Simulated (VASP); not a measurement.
Runs of VASP 6.6.1 on GeBr. It takes space group P6_3/mmc (No. 194, hexagonal). Conventional cell: a = 4.827 Å, b = 4.827 Å, c = 5.565 Å, α = 90.00°, β = 90.00°, γ = 120.00°. Ge (site symmetry -3m) is surrounded by 2 Ge at 2.78 Å and 6 Br at 3.11 Å. Br (site symmetry -6m2) has 6 Ge at 3.11 Å as nearest neighbours. The cell was built by a generator and needn't be a form met in nature.

```tsv
level	gap on the mesh (eV)	pressure (GPa)	relaxed volume (Å³/atom)
BLYP+D3(BJ)	none	0.0	(a)
BLYP	none	0.0	30.85
BLYP+D4	none	0.0	28.30
BLYP+D3	none	0.0	32.01
```

Alike in all rows: task relaxation of cell and atoms; potentials or basis VASP PAW PBE potentials, release 64 (Ge_d, Br); no spin polarisation; cell relaxed; k mesh 5 × 5 × 4; cutoff (eV) 600; smearing fermi-dirac 0.05 eV.

Fill in the values left out.

(a) 29.11.

Caveats: the PAW data sets were made with another functional, which shifts forces and pressure a little; pairwise dispersion overbinds metals, which lowers pressure and volume (some runs).

A k mesh can miss the band edges, and the runs leave out spin-orbit coupling on Br, Ge.

A gap of «none» marks a metal or a gap under the smearing width.
